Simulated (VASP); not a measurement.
VASP input:

### POSCAR
```
Ta3Cu
1
    0.0000000000     3.4777930000     3.4777930000
    3.4777930000     0.0000000000     3.4777930000
    3.4777930000     3.4777930000     0.0000000000
Cu Ta
1 3
Direct
 -0.0127890000  -0.0049710000   0.0208550000
  0.4998270000   0.5109670000   0.4860560000
  0.2483110000   0.2548230000   0.2468230000
  0.7646510000   0.7391810000   0.7462650000
```

**KPOINTS**
```
Automatic
0
gamma
 6 6 6
```

### INCAR
```
ALGO  =  Normal
EDIFF  =  1E-6
ENCUT  =  300
GGA  =  PE
ISIF  =  2
ISMEAR  =  -1
LASPH  =  .True.
LCHARG  =  .False.
LMAXMIX  =  6
LREAL  =  .False.
LWAVE  =  .False.
NELM  =  100
PREC  =  Accurate
SIGMA  =  0.1
SYSTEM  =  Ta3Cu
```

POTCAR, in this order: Cu Ta_pv (PBE.64 set). Program: vasp_std.

Task: Write an equivalent input for Quantum ESPRESSO's pw.x.

Result: One equivalent input (not run):
```
&CONTROL
  calculation = 'scf'
  pseudo_dir = './pseudo'
  outdir = './out'
  tprnfor = .true.
  tstress = .true.
/
&SYSTEM
  ibrav = 0
  nat = 4
  ntyp = 2
  ecutwfc = 92
  occupations = 'smearing'
  smearing = 'fermi-dirac'
  degauss = 0.00735
  input_dft = 'pbe'
/
&ELECTRONS
  conv_thr = 7.3e-08
  electron_maxstep = 100
/
ATOMIC_SPECIES
  Cu 63.546 Cu.upf
  Ta 180.948 Ta.upf
CELL_PARAMETERS angstrom
     0.0000000    3.4777930    3.4777930
     3.4777930    0.0000000    3.4777930
     3.4777930    3.4777930    0.0000000
ATOMIC_POSITIONS crystal
  Cu  -0.0127890 -0.0049710  0.0208550
  Ta   0.4998270  0.5109670  0.4860560
  Ta   0.2483110  0.2548230  0.2468230
  Ta   0.7646510  0.7391810  0.7462650
K_POINTS automatic
  6 6 6 0 0 0
```
The two are equivalent in intent, not identical: the potentials are each code's own (VASP's PAW set, PseudoDojo norm-conserving files in pw.x), so ENCUT and ecutwfc are chosen apart and not converted; conv_thr bounds pw.x's estimated SCF error, while EDIFF bounds the energy change between steps.

The structure was generated: Ta3Cu was put into an ordered model structure, which need not be its known phase. The cell was not relaxed at this level, atoms are displaced from their ideal sites.
